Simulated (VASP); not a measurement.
Consider the following.

```
InAs
1.0
    0.00000     3.11475     3.11475
    3.11475     0.00000     3.11475
    3.11475     3.11475     0.00000
In As
1 1
Cartesian
  0.00000   0.00000   0.00000
  1.55738   1.55738   1.55738
```

All values below come from r2SCAN meta-GGA, VASP's PBE PAW potentials (set 64) (plane waves; VASP). Settings: 520 eV cut-off, 8×8×8 Γ-centred mesh, Gaussian smearing of 0.050 eV, potentials In_d As.

Unless said otherwise, spin-orbit coupling is left out, though it shifts the bands of the heavy elements here.

**Question.** Estimate the energy per atom (σ→0), pressure, band gap (on the k-mesh) with the smallest direct gap where there is one.

**Answer.** 
| Quantity | Result |
|---|---|
| band gap (on the k-mesh) | none (metal, semimetal or under 0.01 eV) |
| energy per atom (σ→0) | -19.013 eV/atom |
| pressure | -29.3 kbar |

The compound is InAs in the zinc blende structure. This cell is one point of a volume scan, at 1.06 of the reference volume.
